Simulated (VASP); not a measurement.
A convergence study with VASP on TiC (rock salt): a few settings are varied, all else stays as given below, so the limit is that of these other settings.

```xyz
2
Lattice="0.0000 2.1650 2.1650 2.1650 0.0000 2.1650 2.1650 2.1650 0.0000" Properties=species:S:1:pos:R:3 pbc="T T T"
Ti     0.0000     0.0000     0.0000
C      2.1650     2.1650     2.1650
```

Calculation: PBEsol GGA, VASP's PBE PAW potentials (set 64) (plane waves; VASP). The last row used: 700 eV cut-off, 22×22×22 Γ-centred mesh, second-order Methfessel-Paxton smearing of 0.40 eV, potentials Ti_sv C.

| setting | E (eV/atom) | pressure (GPa) | irreducible k-points |
|---|---|---|---|
| ISMEAR = -1, SIGMA = 0.01, 8×8×8 mesh | -9.8963 | -6.32 | 29 |
| ISMEAR = -1, SIGMA = 0.1, 8×8×8 mesh | -9.8966 | -6.32 | 29 |
| ISMEAR = 0, SIGMA = 0.01, 8×8×8 mesh | -9.8962 | -6.28 | 29 |
| ISMEAR = 0, SIGMA = 0.1, 8×8×8 mesh | -9.8966 | -6.34 | 29 |
| ISMEAR = 1, SIGMA = 0.01, 8×8×8 mesh | -9.8962 | -6.30 | 29 |
| ISMEAR = 1, SIGMA = 0.2, 8×8×8 mesh | -9.8967 | -6.35 | 29 |
| ISMEAR = 2, SIGMA = 0.05, 8×8×8 mesh | -9.8963 | -6.32 | 29 |
| ISMEAR = 2, SIGMA = 0.2, 8×8×8 mesh | -9.8967 | -6.34 | 29 |
| ISMEAR = -1, SIGMA = 0.01, 16×16×16 mesh | -9.8974 | -6.37 | 145 |
| ISMEAR = -1, SIGMA = 0.2, 16×16×16 mesh | -9.8966 | -6.20 | 145 |
| ISMEAR = 0, SIGMA = 0.01, 16×16×16 mesh | -9.8973 | -6.37 | 145 |
| ISMEAR = 0, SIGMA = 0.2, 16×16×16 mesh | -9.8977 | -6.34 | 145 |
| ISMEAR = 1, SIGMA = 0.01, 16×16×16 mesh | -9.8973 | -6.37 | 145 |
| ISMEAR = 1, SIGMA = 0.4, 16×16×16 mesh | -9.8979 | -6.38 | 145 |
| ISMEAR = 2, SIGMA = 0.05, 16×16×16 mesh | -9.8973 | -6.38 | 145 |
| ISMEAR = 2, SIGMA = 0.4, 16×16×16 mesh | -9.8978 | -6.36 | 145 |
| ISMEAR = -1, SIGMA = 0.05, 22×22×22 mesh | -9.8979 | -6.36 | 328 |
| ISMEAR = -1, SIGMA = 0.2, 22×22×22 mesh | -9.8967 | -6.20 | 328 |
| ISMEAR = 0, SIGMA = 0.05, 22×22×22 mesh | -9.8980 | -6.37 | 328 |
| ISMEAR = 0, SIGMA = 0.2, 22×22×22 mesh | -9.8979 | -6.35 | 328 |
| ISMEAR = 1, SIGMA = 0.05, 22×22×22 mesh | -9.8980 | -6.38 | 328 |
| ISMEAR = 1, SIGMA = 0.4, 22×22×22 mesh | -9.8980 | -6.38 | 328 |
| ISMEAR = 2, SIGMA = 0.1, 22×22×22 mesh | -9.8980 | -6.38 | 328 |
| ISMEAR = 2, SIGMA = 0.4, 22×22×22 mesh | -9.8979 | -6.36 | 328 |

Left out are rungs that failed or repeat a setting and relaxations that didn't move; long series are thinned to 24 rows.

The compound is TiC in the rock salt structure. The cell was not relaxed at this level.
